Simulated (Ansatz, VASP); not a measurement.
Given: the input of a run of Ansatz 0.2.0 on GaGe3. The cell comes from a database or a generator and needn't be the stable form of this composition.

The input input.yaml:

```yaml
crystal:
  lattice:
    - [5.9850359054, 0.0, 0.0]
    - [-2.9925179527, 5.1831931366, 0.0]
    - [0.0, 0.0, 5.034952]
  atoms:
    - { symbol: Ge, position: [0.163561505, 0.32712301, 0.25] }
    - { symbol: Ge, position: [0.163561505, 0.836438495, 0.25] }
    - { symbol: Ge, position: [0.67287699, 0.836438495, 0.25] }
    - { symbol: Ge, position: [0.836438495, 0.67287699, 0.75] }
    - { symbol: Ge, position: [0.836438495, 0.163561505, 0.75] }
    - { symbol: Ge, position: [0.32712301, 0.163561505, 0.75] }
    - { symbol: Ga, position: [0.3333333333, 0.6666666667, 0.75] }
    - { symbol: Ga, position: [0.6666666667, 0.3333333333, 0.25] }
hamiltonian:
  xc: pbesol
  pseudopotentials: { kind: paw }
kpoints:
  mp_grid: { grid: [5, 5, 5] }
scf:
  occupations: { method: gaussian, width: 0.1 }
output:
  forces: true
  stress: true
  eigenvalues: true
```

Potentials or basis: Ansatz PAW.

The run is started by

```console
$ ansatz run input.yaml --threads 4 --pin off --max-ram 11264MiB --backend cpu --events-out ev --progress --plain --runs-dir out
```

Problem. Translate it to VASP 6.6.1. Potentials or basis there: PBE PAW files Ga_d_GW, Ge_d_GW, 550 eV.

Solution. As run (cutoffs and basis follow the program's own potentials, and thresholds, step limits or extra output files can differ):

File INCAR:

```
ALGO = Normal
EDIFF = 1E-7
ENCUT = 550
GGA = PS
ISIF = 2
ISMEAR = 0
LASPH = True
LCHARG = True
LELF = True
LREAL = False
LVHAR = True
LWAVE = False
NBANDS = 65
NELM = 100
PREC = Accurate
SIGMA = 0.1
```

File KPOINTS:

```
k-points
0
Gamma
  5 5 5
```

POSCAR

```
GaGe3
5.985
    1.000005999231      0.000000000000      0.000000000000
   -0.500002999616      0.866030599265      0.000000000000
    0.000000000000      0.000000000000      0.841261821220
Ge Ga
6 2
Direct
    0.1635615050      0.3271230100      0.2500000000
    0.1635615050      0.8364384950      0.2500000000
    0.6728769900      0.8364384950      0.2500000000
    0.8364384950      0.6728769900      0.7500000000
    0.8364384950      0.1635615050      0.7500000000
    0.3271230100      0.1635615050      0.7500000000
    0.3333333333      0.6666666667      0.7500000000
    0.6666666667      0.3333333333      0.2500000000
```

Potentials or basis: VASP PAW PBE potentials, release 64 (Ge_d_GW, Ga_d_GW).

The run is started by

```console
$ cat potpaw_PBE.64/Ge_d_GW/POTCAR potpaw_PBE.64/Ga_d_GW/POTCAR > POTCAR
$ mpirun -np 1 vasp_std > vasp.out
```

Both were run:

|  | Ansatz | VASP |
| --- | --- | --- |
| Pressure | -4.2 GPa | -4.9 GPa |
| Largest force | 0.168 eV/Å | 0.170 eV/Å |

Ansatz's pressure holds a Pulay term of +0.03 GPa for its cutoff of 420 eV, which the other run lacks.

Ansatz's potentials were made for PBE. VASP's potentials were made for PBE.

Where Ansatz's input types no cutoff or centring, it takes its own default and a Γ-centred mesh.

Pressure is positive in compression.
